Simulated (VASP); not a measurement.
Input:

```xyz
5
Lattice="5.8237 0.0000 0.0000 0.0000 5.8237 0.0000 0.0000 0.0000 5.8237" Properties=species:S:1:pos:R:3 pbc="T T T"
Cs     0.0000     0.0000     0.0000
Pb     2.9118     2.9118     2.9118
Br     2.9118     0.0000     2.9118
Br     0.0000     2.9118     2.9118
Br     2.9118     2.9118     0.0000
```

The numbers are results of r2SCAN meta-GGA, VASP's PBE PAW potentials (set 64) (plane waves; VASP 6.6.1), not measurements. Numerical set-up: 520 eV cut-off, 4×4×4 Γ-centred mesh, Gaussian smearing of 0.050 eV, potentials Cs_sv Pb_d Br.

Q: Give the stress tensor in GPa (positive for a compressed cell).

A: 
```
1.52  0.00  0.00
0.00  1.52  0.00
0.00  0.00  1.52
```
The pressure is its mean diagonal, 1.52 GPa.

The compound is CsPbBr3 in the cubic perovskite structure, the ideal cubic form; the compound distorts at low or room temperature. This cell is one point of a volume scan, at 0.94 of the reference volume.
